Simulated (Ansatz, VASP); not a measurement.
**PtS2 in two plane-wave programs**

One calculation is typed for both programs; each brings its own data sets. How far apart do they land? The cell is taken from a series of runs on this material, whose earlier steps may have relaxed, scaled, displaced or heated it; both programs get it as it stands.

Method: plane waves, with VASP 6.6.1 beside it; PBE, in Ansatz 0.2.0.

### 1. Set-up

The cell holds 3 atoms: 1 Pt and 2 S. Cell: a = 3.625 Å, b = 3.625 Å, c = 30.000 Å, α = 90.0°, β = 90.0°, γ = 120.0°. Vacuum lies along c.

### 2. VASP: zone-centre phonons, PBE, pair 1

Second derivatives magnify differences that forces hide, and they need a tight electronic threshold.

Lines of VASP's logs that name or quote its potential files are left out, and so is its time.

Contents of INCAR:

```
SYSTEM = PtS2
PREC = Accurate
ENCUT = 500
EDIFF = 1E-08
NELM = 120
ISMEAR = 1
SIGMA = 0.2
LREAL = .FALSE.
ALGO = Normal
GGA = PE
NBANDS = 17
LASPH = .TRUE.
LORBIT = 11
LWAVE = .FALSE.
LCHARG = .FALSE.
ISIF = 2
IBRION = 8
GGA_COMPAT = .FALSE.
NELMDL = -8
KPAR = 2
```

Contents of POSCAR:

```
PtS2
1.0
    3.6246484258      0.0000000000      0.0000000000
   -1.8123242129      3.1390376165      0.0000000000
    0.0000000000      0.0000000000     30.0000000000
Pt S
1 2
Direct
    0.3333333333      0.6666666667      0.3333333333
    0.6666666666      0.3333333334      0.3765065513
    0.6666666666      0.3333333334      0.2901601152
```

Contents of KPOINTS:

```
Automatic mesh
0
Gamma
15 15 1
0 0 0
```

The projector-augmented-wave data sets are Pt and S (PBE family, release 64).

Started as:

```
$ mpirun -np 2 vasp_std
```

Numbers of over 12 decimals in the logs are rounded to 6 here.

What it wrote:

```text
[banner, memory and clock lines left out]
running    2 mpi-ranks, on    1 nodes
 distrk:  each k-point on    1 cores,    2 groups
 distr:  one band on    1 cores,    1 groups

 POSCAR found type information on POSCAR PtS
 POSCAR found :  2 types and       3 ions
 LDA part: xc-table for (Slater+PW92), standard interpolation
 POSCAR, INCAR and KPOINTS ok, starting setup
 FFT: planning ... GRIDC
 FFT: planning ... GRID_SOFT
 FFT: planning ... GRID
 WAVECAR not read
 entering main loop
       N       E                     dE             d eps       ncg     rms          rms(c)
DAV:   1     0.175533635003E+03    0.17553E+03   -0.67911E+03   918   0.882E+02
DAV:   2     0.737575792890E+01   -0.16816E+03   -0.15896E+03  1536   0.162E+02
DAV:   3    -0.140418147144E+02   -0.21418E+02   -0.21145E+02  1145   0.722E+01
DAV:   4    -0.145064472526E+02   -0.46463E+00   -0.45804E+00  1228   0.126E+01
DAV:   5    -0.145189310776E+02   -0.12484E-01   -0.12127E-01  1276   0.184E+00
DAV:   6    -0.145194850622E+02   -0.55398E-03   -0.55302E-03  1405   0.356E-01
DAV:   7    -0.145194943813E+02   -0.93192E-05   -0.93188E-05  1305   0.370E-02
DAV:   8    -0.145194949100E+02   -0.52871E-06   -0.52844E-06  1463   0.715E-03    0.170E+01
DAV:   9    -0.140873635437E+02    0.43213E+00   -0.11478E+01  1281   0.222E+01    0.133E+01
DAV:  10    -0.137300670340E+02    0.35730E+00   -0.36491E+00  1155   0.177E+01    0.519E+00
DAV:  11    -0.136104705013E+02    0.11960E+00   -0.42332E-01  1167   0.487E+00    0.737E-01
DAV:  12    -0.136025554073E+02    0.79151E-02   -0.42282E-02  1222   0.152E+00    0.237E-01
DAV:  13    -0.136027334719E+02   -0.17806E-03   -0.29341E-03  1208   0.355E-01    0.108E-01
DAV:  14    -0.136027107421E+02    0.22730E-04   -0.39205E-04  1227   0.167E-01    0.629E-02
[...]
DAV:  24    -0.136027296844E+02   -0.94891E-06   -0.16137E-08   998   0.318E-04    0.845E-05
DAV:  25    -0.136027302428E+02   -0.55843E-06   -0.17296E-08   987   0.274E-04    0.267E-04
DAV:  26    -0.136027304509E+02   -0.20809E-06   -0.26328E-09   999   0.173E-04    0.135E-04
DAV:  27    -0.136027305665E+02   -0.11556E-06   -0.10490E-09   984   0.123E-04    0.152E-04
DAV:  28    -0.136027306336E+02   -0.67111E-07   -0.36551E-10   971   0.101E-04    0.453E-05
DAV:  29    -0.136027306630E+02   -0.29454E-07    0.79183E-11   970   0.473E-05    0.534E-05
DAV:  30    -0.136027306780E+02   -0.14952E-07    0.16247E-10   926   0.310E-05    0.167E-05
DAV:  31    -0.136027306817E+02   -0.37605E-08    0.23261E-10   837   0.193E-05
   1 F= -.13602731E+02 E0= -.13601545E+02  d E =-.355561E-02
 Linear response reoptimize wavefunctions to high precision
DAV:   1    -0.136027306842E+02   -0.24381E-08    0.26002E-10   872   0.997E-06
DAV:   2    -0.136027306842E+02   -0.47294E-10    0.25876E-10   940   0.297E-06
 Linear response DOF=           4
 Linear response progress:
  Degree of freedom:   1/  4
       N       E                     dE             d eps       ncg     rms          rms(c)
RMM:   1    -0.258366292938E+00   -0.25837E+00   -0.28627E-01  6984   0.328E+00
RMM:   2    -0.252946703278E+00    0.54196E-02   -0.83247E-03  6004   0.529E-01    0.229E-01
RMM:   3    -0.253028459005E+00   -0.81756E-04   -0.39927E-04  6023   0.122E-01    0.139E-01
RMM:   4    -0.253842751380E+00   -0.81429E-03   -0.54174E-04  6357   0.132E-01    0.279E-02
RMM:   5    -0.253820084718E+00    0.22667E-04   -0.24648E-05  6429   0.330E-02    0.962E-03
RMM:   6    -0.253816600942E+00    0.34838E-05   -0.36187E-06  6673   0.110E-02    0.169E-03
RMM:   7    -0.253806686445E+00    0.99145E-05   -0.11835E-06  6775   0.446E-03    0.769E-04
RMM:   8    -0.253800804322E+00    0.58821E-05   -0.17784E-06  6919   0.108E-03    0.223E-04
RMM:   9    -0.253800118093E+00    0.68623E-06   -0.75362E-07  6991   0.279E-04    0.136E-04
RMM:  10    -0.253799211461E+00    0.90663E-06   -0.61875E-08  6691   0.237E-04    0.340E-05
RMM:  11    -0.253799373320E+00   -0.16186E-06   -0.11832E-07  7258   0.862E-05    0.181E-05
RMM:  12    -0.253799557111E+00   -0.18379E-06    0.26502E-08  6876   0.483E-05    0.496E-06
RMM:  13    -0.253799586837E+00   -0.29726E-07   -0.29218E-10  7223   0.263E-05    0.272E-06
RMM:  14    -0.253799607358E+00   -0.20521E-07    0.13770E-09  7049   0.227E-05    0.128E-06
RMM:  15    -0.253799616207E+00   -0.88487E-08   -0.57447E-09  6979   0.210E-05    0.365E-07
 first order change of Fermi-energy   0.69857E-03
 force on displaced ion       1 direction 1 :   5.479  -0.031   0.000
 Linear response progress:
  Degree of freedom:   2/  4
       N       E                     dE             d eps       ncg     rms          rms(c)
RMM:   1    -0.292060961002E+00   -0.29206E+00   -0.26584E-01  1696   0.320E+00
RMM:   2    -0.286349118436E+00    0.57118E-02   -0.82125E-03  1468   0.580E-01    0.305E-01
RMM:   3    -0.287412885077E+00   -0.10638E-02   -0.46975E-03  1664   0.280E-01    0.246E-01
RMM:   4    -0.285583706098E+00    0.18292E-02   -0.18949E-03  1634   0.181E-01    0.132E-01
RMM:   5    -0.286082612861E+00   -0.49891E-03   -0.16674E-04  1577   0.826E-02    0.143E-02
RMM:   6    -0.286141604342E+00   -0.58991E-04   -0.41605E-06  1607   0.152E-02    0.614E-03
RMM:   7    -0.286142183436E+00   -0.57909E-06   -0.37269E-06  1597   0.913E-03    0.307E-03
RMM:   8    -0.286137235086E+00    0.49483E-05   -0.73272E-07  1625   0.289E-03    0.147E-03
RMM:   9    -0.286133431445E+00    0.38036E-05   -0.58564E-07  1648   0.163E-03    0.301E-04
RMM:  10    -0.286133787460E+00   -0.35601E-06   -0.64493E-08  1658   0.525E-04    0.231E-04
RMM:  11    -0.286134261029E+00   -0.47357E-06   -0.57892E-08  1663   0.442E-04    0.159E-04
RMM:  12    -0.286134652807E+00   -0.39178E-06   -0.12815E-07  1668   0.510E-04    0.814E-05
RMM:  13    -0.286134500295E+00    0.15251E-06    0.14971E-07  1707   0.203E-04    0.339E-05
RMM:  14    -0.286134422390E+00    0.77905E-07    0.12235E-07  1734   0.199E-04    0.198E-05
RMM:  15    -0.286134362709E+00    0.59681E-07    0.18281E-07  1740   0.111E-04    0.122E-05
RMM:  16    -0.286134354339E+00    0.83699E-08    0.19605E-07  1743   0.560E-05    0.752E-06
RMM:  17    -0.286134385329E+00   -0.30990E-07    0.47185E-08  1766   0.698E-05    0.416E-06
RMM:  18    -0.286134396054E+00   -0.10725E-07    0.82754E-08  1715   0.335E-05    0.286E-06
RMM:  19    -0.286134387363E+00    0.86913E-08    0.67921E-09  1699   0.415E-05    0.117E-06
 first order change of Fermi-energy  -0.60366E-04
 force on displaced ion       1 direction 3 :   0.000  -0.000  -0.503
 Linear response progress:
  Degree of freedom:   3/  4
       N       E                     dE             d eps       ncg     rms          rms(c)
RMM:   1    -0.100182675429E+00   -0.10018E+00    0.59016E-03  9442   0.201E+00
RMM:   2    -0.978112693833E-01    0.23714E-02   -0.33421E-03  6315   0.340E-01    0.143E-01
RMM:   3    -0.978655914749E-01   -0.54322E-04   -0.15016E-04  6254   0.777E-02    0.772E-02
RMM:   4    -0.980893057647E-01   -0.22371E-03   -0.42399E-05  6611   0.441E-02    0.146E-02
RMM:   5    -0.981184190221E-01   -0.29113E-04   -0.16394E-06  6957   0.107E-02    0.514E-03
RMM:   6    -0.981113032998E-01    0.71157E-05   -0.14176E-06  6940   0.491E-03    0.360E-03
RMM:   7    -0.981083997726E-01    0.29035E-05   -0.24992E-07  6805   0.243E-03    0.984E-04
RMM:   8    -0.981112979866E-01   -0.28982E-05    0.46246E-07  7042   0.862E-04    0.239E-04
RMM:   9    -0.981116087532E-01   -0.31077E-06    0.37787E-07  7114   0.225E-04    0.119E-04
RMM:  10    -0.981115724076E-01    0.36346E-07    0.84952E-08  6979   0.122E-04    0.518E-05
RMM:  11    -0.981115772970E-01   -0.48894E-08    0.63320E-08  6987   0.757E-05    0.132E-05
 first order change of Fermi-energy  -0.29941E-03
 force on displaced ion       2 direction 1 :   0.475  -0.009   0.005
 Linear response progress:
  Degree of freedom:   4/  4
       N       E                     dE             d eps       ncg     rms          rms(c)
RMM:   1    -0.140257143160E+00   -0.14026E+00   -0.79296E-04  2077   0.194E+00
RMM:   2    -0.138767391666E+00    0.14898E-02   -0.26817E-03  1536   0.321E-01    0.321E-01
RMM:   3    -0.138746544692E+00    0.20847E-04   -0.12050E-03  1645   0.167E-01    0.179E-01
RMM:   4    -0.138793580208E+00   -0.47036E-04   -0.15372E-03  1688   0.162E-01    0.169E-01
RMM:   5    -0.138300783594E+00    0.49280E-03   -0.32033E-04  1640   0.770E-02    0.337E-02
RMM:   6    -0.138308838651E+00   -0.80551E-05   -0.29356E-05  1621   0.299E-02    0.919E-03
RMM:   7    -0.138307705419E+00    0.11332E-05   -0.27435E-06  1655   0.998E-03    0.313E-03
RMM:   8    -0.138301450936E+00    0.62545E-05   -0.27288E-07  1609   0.240E-03    0.106E-03
RMM:   9    -0.138295658307E+00    0.57926E-05   -0.93685E-08  1642   0.111E-03    0.276E-04
RMM:  10    -0.138294813184E+00    0.84512E-06   -0.51116E-08  1655   0.349E-04    0.165E-04
RMM:  11    -0.138293287495E+00    0.15257E-05   -0.20116E-07  1640   0.374E-04    0.740E-05
RMM:  12    -0.138291665269E+00    0.16222E-05   -0.70434E-07  1707   0.327E-04    0.529E-05
RMM:  13    -0.138290983092E+00    0.68218E-06    0.16092E-07  1723   0.189E-04    0.241E-05
RMM:  14    -0.138290806236E+00    0.17686E-06    0.99582E-08  1721   0.133E-04    0.121E-05
RMM:  15    -0.138290738391E+00    0.67845E-07    0.13592E-07  1740   0.701E-05    0.759E-06
RMM:  16    -0.138290688366E+00    0.50026E-07   -0.11842E-07  1751   0.714E-05    0.411E-06
RMM:  17    -0.138290668230E+00    0.20136E-07   -0.22675E-08  1729   0.451E-05    0.314E-06
RMM:  18    -0.138290643428E+00    0.24802E-07    0.30120E-08  1736   0.485E-05    0.182E-06
RMM:  19    -0.138290638588E+00    0.48398E-08    0.25996E-08  1666   0.345E-05    0.956E-07
 first order change of Fermi-energy  -0.15846E+01
 force on displaced ion       2 direction 3 :  -0.000  -0.000  -4.564
 Linear response finished
```

Parts of OUTCAR (step 2):

```text
ion  position               nearest neighbor table
   1  0.333  0.667  0.333-   2 2.46   2 2.46   2 2.46   3 2.46   3 2.46   3 2.46
   2  0.667  0.333  0.377-   1 2.46   1 2.46   1 2.46   3 2.59
   3  0.667  0.333  0.290-   1 2.46   1 2.46   1 2.46   2 2.59

  LATTYP: Found a hexagonal cell.
 ALAT       =     3.6246484258
 C/A-ratio  =     8.2766647895

 Subroutine GETGRP returns: Found 12 space group operations
 (whereof  6 operations were pure point group operations)

The static configuration has the point symmetry C_3v.
 The point group associated with its full space group is D_3h.

 Found     27 irreducible k-points:

   k-points           NKPTS =     27   k-points in BZ     NKDIM =     27   number of bands    NBANDS=     17

   dimension x,y,z NGX =    28 NGY =   28 NGZ =  224
   dimension x,y,z NGXF=    56 NGYF=   56 NGZF=  448

   ENCUT  =  500.0 eV  36.75 Ry    6.06 a.u.   6.61  6.61 54.70*2*pi/ulx,y,z

   NELECT =      22.0000    total number of electrons

 k-points in reciprocal lattice and weights: Automatic mesh
   0.00000000  0.00000000  0.00000000       0.004
   0.06666667  0.00000000  0.00000000       0.027
   0.13333333  0.00000000  0.00000000       0.027
   0.20000000  0.00000000  0.00000000       0.027
   0.26666667  0.00000000  0.00000000       0.027
   0.33333333  0.00000000  0.00000000       0.027
   0.40000000  0.00000000  0.00000000       0.027
   0.46666667  0.00000000  0.00000000       0.027
   0.06666667  0.06666667  0.00000000       0.027
[...]
0.33333333  0.26666667  0.00000000       0.053
   0.33333333  0.33333333  0.00000000       0.009

 average (electrostatic) potential at core
       1 -77.7471       2 -95.8395       3 -95.8395

  Total       -1.4023110     -1.4023110     -0.1527275      0.0000000      0.0000000      0.0000000
  in kB       -6.5822030     -6.5822030     -0.7168761      0.0000000      0.0000000      0.0000000
  external PRESSURE =      -4.6270940 kB  Pullay stress =       0.0000000 kB

  energy-cutoff  :      500.00
  volume of cell :      341.34
      direct lattice vectors                 reciprocal lattice vectors
     3.624648426  0.000000000  0.000000000     0.275888826  0.159284488  0.000000000
    -1.812324213  3.139037617  0.000000000     0.000000000  0.318568976  0.000000000
     0.000000000  0.000000000 30.000000000     0.000000000  0.000000000  0.033333333

 POSITION                                       TOTAL-FORCE (eV/Angst)
 -----------------------------------------------------------------------------------
     -0.00000      2.09269     10.00000        -0.000000      0.000000     -0.000000
      1.81232      1.04635     11.29520        -0.000000     -0.000000     -0.048325
      1.81232      1.04635      8.70480         0.000000     -0.000000      0.048325
 -----------------------------------------------------------------------------------
    total drift:                                0.000000     -0.000000      0.000025

 Eigenvectors and eigenvalues of the dynamical matrix
 ----------------------------------------------------

   1 f  =    8.224622 THz    51.676826 2PiTHz  274.343868 cm-1    34.014289 meV
             X         Y         Z           dx          dy          dz
     -0.000000  2.092692 10.000000     0.000000    0.000000   -0.000000
      1.812324  1.046346 11.295197    -0.000000   -0.000000   -0.707107
      1.812324  1.046346  8.704803     0.000000    0.000000    0.707107

   2 f  =    3.687345 THz    23.168272 2PiTHz  122.996591 cm-1    15.249627 meV
             X         Y         Z           dx          dy          dz
     -0.000000  2.092692 10.000000    -0.000000    0.000000    0.000000
      1.812324  1.046346 11.295197    -0.707107    0.000000   -0.000000
      1.812324  1.046346  8.704803     0.707107   -0.000000   -0.000000

   3 f  =    3.687345 THz    23.168272 2PiTHz  122.996591 cm-1    15.249627 meV
             X         Y         Z           dx          dy          dz
     -0.000000  2.092692 10.000000    -0.000000   -0.000000    0.000000
      1.812324  1.046346 11.295197    -0.000000   -0.707107   -0.000000
      1.812324  1.046346  8.704803     0.000000    0.707107   -0.000000

   4 f  =    1.597337 THz    10.036367 2PiTHz   53.281439 cm-1     6.606054 meV
             X         Y         Z           dx          dy          dz
     -0.000000  2.092692 10.000000    -0.000000   -0.000000   -0.496901
      1.812324  1.046346 11.295197    -0.000000   -0.000000    0.613633
      1.812324  1.046346  8.704803    -0.000000   -0.000000    0.613633

   5 f  =    0.002135 THz     0.013414 2PiTHz    0.071211 cm-1     0.008829 meV
             X         Y         Z           dx          dy          dz
     -0.000000  2.092692 10.000000     0.761565   -0.415039    0.000000
      1.812324  1.046346 11.295197     0.309052   -0.168428    0.000000
      1.812324  1.046346  8.704803     0.309052   -0.168428    0.000000

   6 f  =    0.002135 THz     0.013414 2PiTHz    0.071211 cm-1     0.008829 meV
             X         Y         Z           dx          dy          dz
     -0.000000  2.092692 10.000000     0.415039    0.761565   -0.000000
      1.812324  1.046346 11.295197     0.168428    0.309052   -0.000000
      1.812324  1.046346  8.704803     0.168428    0.309052   -0.000000

   7 f/i=    0.000928 THz     0.005830 2PiTHz    0.030953 cm-1     0.003838 meV
             X         Y         Z           dx          dy          dz
     -0.000000  2.092692 10.000000    -0.000000    0.000000    0.867807
      1.812324  1.046346 11.295197    -0.000000    0.000000    0.351362
      1.812324  1.046346  8.704803    -0.000000    0.000000    0.351362

   8 f/i=    5.263570 THz    33.071986 2PiTHz  175.573800 cm-1    21.768367 meV
             X         Y         Z           dx          dy          dz
     -0.000000  2.092692 10.000000     0.000000   -0.497756   -0.000000
      1.812324  1.046346 11.295197    -0.000000    0.613286   -0.000000
      1.812324  1.046346  8.704803    -0.000000    0.613286    0.000000

   9 f/i=    5.263570 THz    33.071986 2PiTHz  175.573800 cm-1    21.768367 meV
             X         Y         Z           dx          dy          dz
     -0.000000  2.092692 10.000000     0.497756    0.000000   -0.000000
      1.812324  1.046346 11.295197    -0.613286   -0.000000    0.000000
      1.812324  1.046346  8.704803    -0.613286   -0.000000    0.000000

 ELASTIC MODULI CONTR FROM IONIC RELAXATION (kBar)
 Direction    XX          YY          ZZ          XY          YZ          ZX
 --------------------------------------------------------------------------------
 XX        -167.4421   -167.4421   -153.7765      0.0000     -0.0000      0.0000
 YY        -167.4421   -167.4421   -153.7765      0.0000     -0.0000      0.0000
 ZZ        -153.7765   -153.7765   -141.2263      0.0000     -0.0000      0.0000
 XY           0.0000      0.0000      0.0000     -0.0000      0.0000      0.0000
 YZ          -0.0000     -0.0000     -0.0000      0.0000    -29.9428     -0.0000
 ZX           0.0000      0.0000      0.0000      0.0000     -0.0000    -20.7628
 --------------------------------------------------------------------------------
```

[end of part 1 of 2]

[Lines on the potential files, build, host, timing and source positions are cut from VASP's logs without a mark.]

[Logs are printed without paths, hosts, clocks, repeated set-up lines and the standing remarks that a program may print on its own settings, such as how far it seeks lower states.]

[Hosts, paths, dates, database ids (printed as entryN), source tags and the programs' standing remarks are cut or masked in the printed files.]
